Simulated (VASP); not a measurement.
Data:

```
CELL_PARAMETERS angstrom
     -1.63592     1.63592     1.63592
      1.63592    -1.63592     1.63592
      1.63592     1.63592    -1.63592
ATOMIC_POSITIONS crystal
  Ta 0.00000 0.00000 0.00000
```

All values below come from r2SCAN meta-GGA, VASP's PBE PAW potentials (set 64) (plane waves; VASP 6.6.1). Numerical set-up: 520 eV cut-off, 15×15×15 Γ-centred mesh, first-order Methfessel-Paxton smearing of 0.10 eV, potentials Ta_pv.

Unless said otherwise, spin-orbit coupling is left out, though it shifts the bands of the heavy elements here.

Q: Predict the energy per atom (σ→0), pressure, band gap (on the k-mesh) with the smallest direct gap where there is one.

A: 
- band gap (on the k-mesh) = none (metal, semimetal or under 0.01 eV)
- energy per atom (σ→0) = -48565 meV/atom
- pressure = 6.88 GPa

The absolute energy has meaning only against runs of the same code, potentials and settings.

The compound is Ta in the bcc structure. This cell is one point of a volume scan, at 0.97 of the reference volume.
